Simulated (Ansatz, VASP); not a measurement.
## ZrTa in two plane-wave programs

Aim: how closely do two programs agree when they are given the same cell, functional and k mesh? The cell is invented: As first built, before any earlier steps moved the atoms (in the runner's words): it takes the ZrRu structure with some of its atoms replaced by other elements, volume scaled by an estimate. It may not be a known or stable phase. The cell is taken from a series of VASP runs on this material, whose earlier steps may have relaxed, scaled or displaced it; both programs get it as it stands.

Main program and level: Ansatz 0.2.0; plane waves, with VASP 6.6.1 beside it; band structure at PBE with D3(BJ), spin-orbit coupling.

## Step 1: Starting point

It takes space group Pm-3m (No. 221, cubic). Conventional cell: a = 3.399 Å, b = 3.399 Å, c = 3.399 Å, α = 90.00°, β = 90.00°, γ = 90.00°. Nearest to Ta lie 8 Zr at 2.94 Å. Zr has 8 Ta at 2.94 Å nearest. As first built, before any earlier steps moved the atoms (in the runner's words): sites of the ZrRu structure (space group 221) filled with other elements, volume scaled by an estimate. Farther neighbours are not listed.

## Step 2: Ansatz: band structure, PBE with D3(BJ), spin-orbit coupling

Ansatz runs on its fully relativistic PAW (standard-fr) files.

A single point gives forces, pressure and levels at one fixed geometry, so differences don't come from the geometry; what else differs is listed under the comparison.

The input, input.yaml:

```yaml
crystal:
  lattice:
    - [3.3993933262, 0.0, 0.0]
    - [0.0, 3.3993933262, 0.0]
    - [0.0, 0.0, 3.3993933262]
  atoms:
    - { symbol: Ta, position: [0.0, 0.0, 0.0] }
    - { symbol: Zr, position: [0.5, 0.5, 0.5] }
hamiltonian:
  xc: pbe
  pseudopotentials: { kind: paw_fr }
  dispersion: d3bj
magnetization:
  noncollinear: true
  spin_orbit: true
kpoints:
  mp_grid: { grid: [5, 5, 5] }
  band_path:
    path:
      - [0.0, 0.0, 0.0]
      - [0.0, 0.1, 0.0]
      - [0.0, 0.2, 0.0]
      - [0.0, 0.3, 0.0]
      - [0.0, 0.43333, 0.0]
      - [0.0, 0.5, 0.0]
      - [0.1, 0.5, 0.0]
      - [0.2, 0.5, 0.0]
      - [0.33333, 0.5, 0.0]
      - [0.43333, 0.5, 0.0]
      - [0.5, 0.5, 0.0]
      - [0.36667, 0.36667, 0.0]
      - [0.26667, 0.26667, 0.0]
      - [0.16667, 0.16667, 0.0]
      - [0.06667, 0.06667, 0.0]
      - [0.03333, 0.03333, 0.03333]
      - [0.13333, 0.13333, 0.13333]
      - [0.23333, 0.23333, 0.23333]
      - [0.33333, 0.33333, 0.33333]
      - [0.46667, 0.46667, 0.46667]
      - [0.46667, 0.5, 0.46667]
      - [0.36667, 0.5, 0.36667]
      - [0.23333, 0.5, 0.23333]
      - [0.13333, 0.5, 0.13333]
      - [0.03333, 0.5, 0.03333]
      - [0.5, 0.5, 0.03333]
      - [0.5, 0.5, 0.16667]
      - [0.5, 0.5, 0.26667]
      - [0.5, 0.5, 0.36667]
      - [0.5, 0.5, 0.5]
    npoints: 1
scf:
  occupations: { method: methfessel_paxton, width: 0.2 }
  n_extra_bands: 14
output:
  forces: true
  stress: true
  eigenvalues: true
```

Launch:

```sh
ansatz run input.yaml --threads 2 --pin off --max-ram 4608MiB --backend cpu --events-out ev --progress --plain --runs-dir out
```

Numbers of over 12 decimals in the logs are rounded to 6 here.

Output:

```text
scf.n_extra_bands = 14 over 25 filled bands (N_el = 25.0): the run solves 39 bands
Engine: ansatz 0.2.0, aarch64-unknown-linux-gnu
Pseudopotentials: kind: paw_fr
Pseudopotential: Ta, paw_fr, valence charge 13, recommended cutoff 420 eV (normal), Ta.paw.azcp#standard-fr
Pseudopotential: Zr, paw_fr, valence charge 12, recommended cutoff 420 eV (normal), Zr.paw.azcp#standard-fr
Functional definition: PBE
  parameter kappa = 0.804
  parameter beta = 0.066725
  exchange = pbe_x(kappa = kappa, mu = beta*pi^2/3)
  correlation = pbe_c(beta = beta)
non-collinear run that drives no moment, with spin-orbit: no starting moment large enough to seed its density (crystal.atoms[].spin), no starting occupations that ask for one, no magnetisation constraint and no magnetic field, so the semilocal B_xc is pinned to zero
Crystal: 2 atoms, lattice volume = 39.283 Å³
Basis set: ecut = 420 eV, 751 PW (Γ), exchange–correlation on 48×48×48 points (8 copies of the dense FFT grid, shifted against one another)
Bands: 39, of which v1, the nominal top of the filled ones, is band 25 counted from 1 (24 counted from 0)
Symmetry: 48 space group operations + 48 with time reversal
Magnetic group: BNS 221.93 (UNI 1595), of the structure as read, at distance tolerance 3.4e-5 Å
k-points: 10 of 125
Projection manifold: j_resolved (fully-relativistic pseudo-atomic orbitals)
Non-local potential: Ta, projectors of the file, l = 0: 3, l = 1: 4, l = 2: 4, l = 3: 2
Non-local potential: Zr, projectors of the file, l = 0: 3, l = 1: 4, l = 2: 4, l = 3: 4
PAW form: soft (Blöchl's): semilocal exchange-correlation on the pseudo side does not see the compensation charge
PAW one-centre angular grid: Ta, 590 points (default); XC on 64 Gauss nodes
PAW one-centre angular grid: Zr, 590 points (default); XC on 64 Gauss nodes
Initial density: superposition of atomic densities (chi_scale 0.1, normalization cell, long waves kept (reshape's long-wave potential 0.00 eV rms))
Initial wavefunctions: pseudopotential atomic-orbital guess
Functional: x = pbe(κ = 0.804, μ = 0.219515), c = pbe(β = 0.066725)
SCF iter   1: F=—  HF=-14140.591789 eV  |F-HF|=—  |Δ(HF+E_count)|=         —  Δρ=4.19e-2  dr2=1.21e0  dr2_m=0.00e0 (ungated)  ethr=3.10e-3  |M|=0.00e0 ∫|m|=0.00e0 μB  |m|>n=0.0e0 m-floor=0.0e0 τ_xc=0.0e0  β_m=0.30  ⟨swp⟩=6.4  Hψ=1860  notcnv=0
preconditioner: auto → none  [metal: Δε(μ)=0.030 eV  Ē_g=5.798 eV  σ=0.200 eV  W_gap=0.13  n_scr=6 (ndim 8)  ℏωp=17.8 eV  f_vac=0.000  D(μ)=5.84/eV (n_scr^D=80)  sad-step TF]
SCF iter   2: F=—  HF=-14140.392392 eV  |F-HF|=—  |Δ(HF+E_count)|=   1.99e-1  S|Δr|=    0.00e0  Δρ=2.73e-2  dr2=4.28e-1  dr2_m=0.00e0 (ungated)  ethr=3.10e-3  |M|=0.00e0 ∫|m|=0.00e0 μB  |m|>n=0.0e0 m-floor=0.0e0 τ_xc=0.0e0  β_m=0.53  ⟨swp⟩=1.4  Hψ=481  notcnv=0  defer=11
SCF iter   3: F=—  HF=-14140.298840 eV  |F-HF|=—  |Δ(HF+E_count)|=   9.36e-2  S|Δr|=    0.00e0  Δρ=8.65e-3  dr2=5.37e-2  dr2_m=0.00e0 (ungated)  ethr=1.71e-3  |M|=0.00e0 ∫|m|=0.00e0 μB  |m|>n=0.0e0 m-floor=0.0e0 τ_xc=0.0e0  β_m=0.48  ⟨swp⟩=2.9  Hψ=624  notcnv=0  defer=11
SCF iter   4: F=—  HF=-14140.292090 eV  |F-HF|=—  |Δ(HF+E_count)|=   6.75e-3  S|Δr|=    0.00e0  Δρ=2.51e-3  dr2=1.42e-3  dr2_m=0.00e0 (ungated)  ethr=2.15e-4  |M|=0.00e0 ∫|m|=0.00e0 μB  |m|>n=0.0e0 m-floor=0.0e0 τ_xc=0.0e0  β_m=0.66  ⟨swp⟩=1.9  Hψ=394  notcnv=0  defer=11
SCF iter   5: F=—  HF=-14140.292418 eV  |F-HF|=—  |Δ(HF+E_count)|=   3.27e-4  S|Δr|=    0.00e0  Δρ=6.55e-4  dr2=2.72e-4  dr2_m=0.00e0 (ungated)  ethr=5.68e-6  |M|=0.00e0 ∫|m|=0.00e0 μB  |m|>n=0.0e0 m-floor=0.0e0 τ_xc=0.0e0  β_m=0.63  ⟨swp⟩=2.0  Hψ=586  notcnv=0  defer=11
SCF iter   6: F=—  HF=-14140.292371 eV  |F-HF|=—  |Δ(HF+E_count)|=   4.69e-5  S|Δr|=    0.00e0  Δρ=9.37e-5  dr2=4.67e-6  dr2_m=0.00e0 (ungated)  ethr=1.09e-6  |M|=0.00e0 ∫|m|=0.00e0 μB  |m|>n=0.0e0 m-floor=0.0e0 τ_xc=0.0e0  β_m=0.79  ⟨swp⟩=2.2  Hψ=452  notcnv=0  defer=11
SCF iter   7: F=—  HF=-14140.292367 eV  |F-HF|=—  |Δ(HF+E_count)|=   3.25e-6  S|Δr|=    0.00e0  Δρ=1.11e-5  dr2=5.55e-8  dr2_m=0.00e0 (ungated)  ethr=4.00e-10  |M|=0.00e0 ∫|m|=0.00e0 μB  |m|>n=0.0e0 m-floor=0.0e0 τ_xc=0.0e0  β_m=0.83  ⟨swp⟩=9.0  Hψ=2047  notcnv=0
SCF iter   8: F=-14140.292367 eV  HF=-14140.292367 eV  |F-HF|=5.57e-10  |Δ(HF+E_count)|=   1.06e-8  S|Δr|=    0.00e0  Δρ=1.24e-6  dr2=7.47e-10  dr2_m=0.00e0 (ungated)  ethr=2.22e-10  |M|=0.00e0 ∫|m|=0.00e0 μB  |m|>n=0.0e0 m-floor=0.0e0 τ_xc=0.0e0  ⟨swp⟩=2.1  Hψ=1140  notcnv=0
SCF 1 converged in 8 iterations: F = -14140.292367 eV  dr2 = 7.47e-10
  greatest PAW one-centre occupation: 0.999 electrons in one spin orbital (limit 2), on the Ta atom at site 0 (counted from 0), in its partial waves of l = 0
NSCF: frozen V_eff on 30 k-points
SCF converged after 8 iterations
Stability not checked: this state was not tested for a lower state beside it, because cold or Methfessel-Paxton smearing, or corrected tetrahedra, fill the levels in a way that the test cannot read (fill_not_monotonic; see scf.lower_state_search)
Magnetization: |M| = 0.0000 μB,  M = (+0.0000, +0.0000, +0.0000) μB
Absolute magnetization: 0.0000 μB (∫|m|)
  site 0: m = (+0.0000, +0.0000, +0.0000) μB, |m| = 0.0000 μB  (R = 1.21 Å)
  site 1: m = (+0.0000, +0.0000, +0.0000) μB, |m| = 0.0000 μB  (R = 1.21 Å)
Free energy (F): -14140.292367 eV
Harris-Foulkes:  -14140.292367 eV  (|F-HF|=5.57e-10)
Internal energy: -14140.271017 eV  (E = F + TS)
E sigma→0 (E₀):  -14140.287030 eV
Entropy (-TS):   -0.021350 eV (-10.675 meV/atom)
Fermi energy:    16.748815 eV
--- Per-component energies (eV) ---
  E_band       = -187.764182
  E_kinetic    = 701.661729
  E_local      = -1148.754605  (includes V_loc(G=0)·N_el)
  E_nonlocal   = 92.607370
  E_hartree    = 377.738060
  E_xc         = -380.353181
  E_vxc        = -395.590391  (∫ρ·V_xc dr)
  E_paw        = -11371.092518  (= ΣΔE_a)
  E_vpaw       = -193.165183  (= ΣTr[D̂ρ^β])
  E_aug_tail   = 0.000162  (compensation charges beyond the density's cutoff)
  E_ewald      = -2410.842172
  E_disp       = -1.235862  (pairwise vdW)
  E_smearing   = -0.021350  (= −TS)
  E_closure    = 0.000000  (closes the sum)
  Σ components = -14140.292367   (vs F -14140.292367, Δ=0.00e0)
--- Forces (eV/Å), atoms counted from 1 ---
  atom   1  Ta    -0.00000000     0.00000000    -0.00000000
  atom   2  Zr     0.00000000     0.00000000     0.00000000
  max |Σ_I F_I| component: 1.39e-24 eV/Å
--- Stress (GPa, compression-positive) ---
       -1.152559       0.000000       0.000000
       -0.000000      -1.152559       0.000000
        0.000000       0.000000      -1.152559
  P = ⅓ Tr σ = -1.1526 GPa (-11.526 kbar)
--- Band table (eV; the first three rows and the last of 10) ---
  k-point 0: bands = [... 21 lower, 13.4468, 17.6256, 17.6256, 17.6256, 17.6256, 17.8998, 17.8998, 20.7722, ... 10 higher]
  k-point 1: bands = [... 21 lower, 14.0238, 17.5273, 17.5273, 17.6754, 17.6754, 18.1207, 18.1207, 19.5387, ... 10 higher]
  k-point 2: bands = [... 21 lower, 15.1238, 17.2444, 17.2444, 17.6270, 17.6270, 17.8836, 17.8836, 18.7649, ... 10 higher]
  k-point 9: bands = [... 21 lower, 15.7229, 15.8203, 15.8203, 16.1744, 16.1744, 16.3271, 16.3271, 21.0922, ... 10 higher]
```

Run time: 8.8 s. Hardware: 2 threads of Arm Neoverse N1, shared host; peak memory 0.46 GiB.

## Step 3: VASP: band structure, PBE with D3(BJ), spin-orbit coupling

The same cell, functional, mesh and smearing now go to VASP, with its own data sets and cutoff.

Lines of VASP's logs that name or quote its potential files are left out, and so is its time.

The input, INCAR:

```
SYSTEM = ZrTa
PREC = Accurate
ENCUT = 400
EDIFF = 1E-06
NELM = 100
ISMEAR = 1
SIGMA = 0.2
LREAL = .FALSE.
ALGO = Normal
GGA = PE
IVDW = 12
LNONCOLLINEAR = .TRUE.
MAGMOM = 0 0 0 0 0 0
NBANDS = 34
GGA_COMPAT = .FALSE.
LASPH = .TRUE.
LSORBIT = .TRUE.
LMAXMIX = 4
LORBIT = 11
LWAVE = .FALSE.
LCHARG = .FALSE.
```

The input, POSCAR:

```
ZrTa
1.0
    3.3993933262      0.0000000000      0.0000000000
    0.0000000000      3.3993933262      0.0000000000
    0.0000000000      0.0000000000      3.3993933262
Ta Zr
1 1
Direct
    0.0000000000      0.0000000000      0.0000000000
    0.5000000000      0.5000000000      0.5000000000
```

The input, KPOINTS:

```
Automatic mesh
0
Gamma
5 5 5
0 0 0
```

The input, KPOINTS_OPT:

```
Line mode
16
Line-mode
Reciprocal
  0.00000000   0.00000000   0.00000000 GAMMA
  0.00000000   0.50000000   0.00000000 X

  0.00000000   0.50000000   0.00000000 X
  0.50000000   0.50000000   0.00000000 M

  0.50000000   0.50000000   0.00000000 M
  0.00000000   0.00000000   0.00000000 GAMMA

  0.00000000   0.00000000   0.00000000 GAMMA
  0.50000000   0.50000000   0.50000000 R

  0.50000000   0.50000000   0.50000000 R
  0.00000000   0.50000000   0.00000000 X

  0.50000000   0.50000000   0.00000000 M
  0.50000000   0.50000000   0.50000000 R
```

PAW data sets: Ta_pv and Zr_sv (PBE family, release 64).

Launch:

```sh
mpirun -np 1 vasp_ncl
```

Output:

```text
[banner, memory and clock lines left out]
running    1 mpi-ranks, on    1 nodes
 distrk:  each k-point on    1 cores,    1 groups
 distr:  one band on    1 cores,    1 groups

 POSCAR found type information on POSCAR TaZr
 POSCAR found :  2 types and       2 ions
 LDA part: xc-table for (Slater+PW92), standard interpolation
 POSCAR, INCAR and KPOINTS ok, starting setup
 FFT: planning ... GRIDC
 FFT: planning ... GRID_SOFT
 FFT: planning ... GRID
 WAVECAR not read
 entering main loop
       N       E                     dE             d eps       ncg     rms          rms(c)
DAV:   1     0.198372269599E+03    0.19837E+03   -0.10670E+04   688   0.114E+03
DAV:   2    -0.835282477427E+01   -0.20673E+03   -0.19854E+03   776   0.379E+02
DAV:   3    -0.209030406322E+02   -0.12550E+02   -0.12212E+02  1190   0.766E+01
DAV:   4    -0.213944533339E+02   -0.49141E+00   -0.48986E+00   868   0.123E+01
DAV:   5    -0.214094395598E+02   -0.14986E-01   -0.14980E-01  1008   0.177E+00    0.184E+01
DAV:   6    -0.208239151622E+02    0.58552E+00   -0.90155E-01   732   0.799E+00    0.836E+00
DAV:   7    -0.206961680455E+02    0.12775E+00   -0.52544E-01   942   0.586E+00    0.141E+00
DAV:   8    -0.206968942585E+02   -0.72621E-03   -0.26748E-02   940   0.983E-01    0.763E-01
DAV:   9    -0.206975839366E+02   -0.68968E-03   -0.37783E-03   830   0.570E-01    0.387E-01
DAV:  10    -0.206979307803E+02   -0.34684E-03   -0.12274E-03   940   0.318E-01    0.952E-02
DAV:  11    -0.206978731323E+02    0.57648E-04   -0.10020E-04   824   0.922E-02    0.259E-02
DAV:  12    -0.206978745613E+02   -0.14290E-05   -0.13107E-05  1016   0.279E-02    0.409E-03
DAV:  13    -0.206978749820E+02   -0.42072E-06   -0.29149E-07   436   0.497E-03
   1 F= -.21933282E+02 E0= -.21927092E+02  d E =-.185708E-01  mag=    -0.0000     0.0000     0.0000
 Start KPOINTS_OPT (optional k-point list driver)
k-point batch [1-10\96]
       N       E                     dE             ncg
DAV:   1    -0.616523357047E+03   -0.14627E+04      680
DAV:   2    -0.282155865128E+04   -0.22050E+04      752
DAV:   3    -0.295956845544E+04   -0.13801E+03     1226
DAV:   4    -0.296496231737E+04   -0.53939E+01      832
DAV:   5    -0.296522619817E+04   -0.26388E+00     1056
DAV:   6    -0.296522853143E+04   -0.23333E-02      864
DAV:   7    -0.296522858082E+04   -0.49396E-04     1028
DAV:   8    -0.296522858166E+04   -0.83991E-06      728
[...]
k-point batch [91-96\96]
       N       E                     dE             ncg
DAV:   1     0.286545783823E+04   -0.59925E+04      424
DAV:   2     0.166676261098E+04   -0.11987E+04      480
DAV:   3     0.160347831531E+04   -0.63284E+02      586
DAV:   4     0.160037330955E+04   -0.31050E+01      604
DAV:   5     0.160022781403E+04   -0.14550E+00      560
DAV:   6     0.160022622136E+04   -0.15927E-02      596
DAV:   7     0.160022618327E+04   -0.38083E-04      600
DAV:   8     0.160022618249E+04   -0.78545E-06      448
```

From OUTCAR (step 3):

```text
ion  position               nearest neighbor table
   1  0.000  0.000  0.000-   2 2.94   2 2.94   2 2.94   2 2.94   2 2.94   2 2.94   2 2.94   2 2.94

  LATTYP: Found a simple cubic cell.
 ALAT       =     3.3993933262

 Subroutine GETGRP returns: Found 48 space group operations
 (whereof 48 operations were pure point group operations)

The static configuration has the point symmetry O_h .

 Found     10 irreducible k-points:

   k-points           NKPTS =     10   k-points in BZ     NKDIM =     10   number of bands    NBANDS=     34

   dimension x,y,z NGX =    24 NGY =   24 NGZ =   24
   dimension x,y,z NGXF=    48 NGYF=   48 NGZF=   48

   ENCUT  =  400.0 eV  29.40 Ry    5.42 a.u.   5.54  5.54  5.54*2*pi/ulx,y,z

   NELECT =      23.0000    total number of electrons

 k-points in reciprocal lattice and weights: Automatic mesh
   0.00000000  0.00000000  0.00000000       0.008
   0.20000000  0.00000000  0.00000000       0.048
   0.40000000  0.00000000  0.00000000       0.048
   0.20000000  0.20000000  0.00000000       0.096
   0.40000000  0.20000000  0.00000000       0.192
   0.40000000  0.40000000  0.00000000       0.096
   0.20000000  0.20000000  0.20000000       0.064
   0.40000000  0.20000000  0.20000000       0.192
   0.40000000  0.40000000  0.20000000       0.192
   0.40000000  0.40000000  0.40000000       0.064

 average (electrostatic) potential at core
       1 -34.4831       2 -74.8075

 E-fermi :   7.7528

 k-point     1 :       0.0000    0.0000    0.0000
  band No.  band energies     occupation
    ...
     16       1.0978      1.00000
     17       4.4368      1.00000
     18       4.4368      1.00000
     19       4.4368      1.00000
     20       4.4368      1.00000
     21       8.6053     -0.00000
     22       8.6053     -0.00000
     23       8.6053     -0.00000
     24       8.6053     -0.00000
     25       8.8782     -0.00000
    ...

 k-point     2 :       0.2000    0.0000    0.0000
  band No.  band energies     occupation
    ...
     16       1.8942      1.00000
     17       4.8705      1.00000
     18       4.8705      1.00000
     19       5.0203      1.00000
     20       5.0203      1.00000
     21       8.5086     -0.00000
     22       8.5086     -0.00000
     23       8.6555     -0.00000
     24       8.6555     -0.00000
     25       9.0988     -0.00000
    ...

 k-point     3 :       0.4000    0.0000    0.0000
  band No.  band energies     occupation
    ...
     16       3.7956      1.00000
     17       5.5366      1.00000
     18       5.5366      1.00000
     19       6.1099      1.00000
     20       6.1099      1.00000
     21       8.2317     -0.00183
     22       8.2317     -0.00183
     23       8.6083     -0.00000
     24       8.6083     -0.00000
     25       8.8633     -0.00000
    ...

 Edisp (eV)   -1.23541

  Total      -0.40070    -0.40070    -0.40070    -0.00000    -0.00000     0.00000
  in kB     -16.34274   -16.34274   -16.34274    -0.00000    -0.00000     0.00000
  external pressure =      -16.34 kB  Pullay stress =        0.00 kB

  energy-cutoff  :      400.00
  volume of cell :       39.28
      direct lattice vectors                 reciprocal lattice vectors
     3.399393326  0.000000000  0.000000000     0.294170137  0.000000000  0.000000000
     0.000000000  3.399393326  0.000000000     0.000000000  0.294170137  0.000000000
     0.000000000  0.000000000  3.399393326     0.000000000  0.000000000  0.294170137

 POSITION                                       TOTAL-FORCE (eV/Angst)
 -----------------------------------------------------------------------------------
      0.00000      0.00000      0.00000         0.000000      0.000000      0.000000
      1.69970      1.69970      1.69970         0.000000      0.000000      0.000000
 -----------------------------------------------------------------------------------
    total drift:                                0.000000     -0.000000     -0.000000

  FREE ENERGIE OF THE ION-ELECTRON SYSTEM (eV)
  ---------------------------------------------------
  free  energy   TOTEN  =       -21.9332818664 eV

  energy  without entropy=      -21.9147111120  energy(sigma->0) =      -21.92709161

 Spin-Orbit-Coupling matrix elements
 Ion:    1  E_soc:     -1.4533232
 Ion:    2  E_soc:     -0.1413343

 total charge
# of ion       s       p       d       tot
------------------------------------------
    1        0.378   6.101   2.416   8.894
    2        2.230   5.968   1.828  10.026
--------------------------------------------------
tot          2.608  12.069   4.243  18.920

 magnetization (x)
# of ion       s       p       d       tot
------------------------------------------
    1       -0.000   0.000   0.000   0.000
    2       -0.000   0.000   0.000   0.000
--------------------------------------------------
tot         -0.000   0.000   0.000   0.000

 magnetization (y)
# of ion       s       p       d       tot
------------------------------------------
    1        0.000   0.000   0.000   0.000
    2       -0.000   0.000   0.000   0.000
--------------------------------------------------
tot         -0.000   0.000   0.000   0.000

 magnetization (z)
# of ion       s       p       d       tot
------------------------------------------
    1        0.000  -0.000   0.000   0.000
    2       -0.000   0.000   0.000   0.000
--------------------------------------------------
tot          0.000  -0.000   0.000   0.000

[... 3 further parts left out ...]
```

The run ends at a pressure of -1.63 GPa.

## Step 4: Comparison

Known differences besides the potentials themselves: spin-orbit coupling enters by fully relativistic files in Ansatz and inside the spheres in VASP; the data sets hold 25 valence electrons in Ansatz (fully relativistic PAW (standard-fr) files) and 23 in VASP; the cutoff is 420 eV in Ansatz and 400 eV in VASP. Total energies have different zeros and are not compared.

Compared:

```csv
quantity,Ansatz,VASP,difference
pressure (GPa),-1.15,-1.63,+0.48
```

Levels from 3 eV below to 2 eV above the Fermi level differ by 24 meV r.m.s. and 96 meV at most; each VASP level is matched to the nearest of Ansatz, which flatters the figure a little.

## Step 5: Outcome

```json
{
  "r.m.s. difference of levels near the Fermi level (band structure, PBE with D3(BJ), spin-orbit coupling)": "24 meV"
}
```

The r.m.s. difference of levels near the Fermi level is 24 meV (band structure, PBE with D3(BJ), spin-orbit coupling), within the 80 meV picked in this series as the mark of a large difference. How closely two codes agree says nothing of how well the functional describes the real material.

[Lines on the potential files, build, host, timing and source positions are cut from VASP's logs without a mark.]

[Logs are printed without paths, hosts, clocks, repeated set-up lines and the standing remarks that a program may print on its own settings, such as how far it seeks lower states.]

[Hosts, paths, dates, database ids (printed as entryN), source tags and the programs' standing remarks are cut or masked in the printed files.]
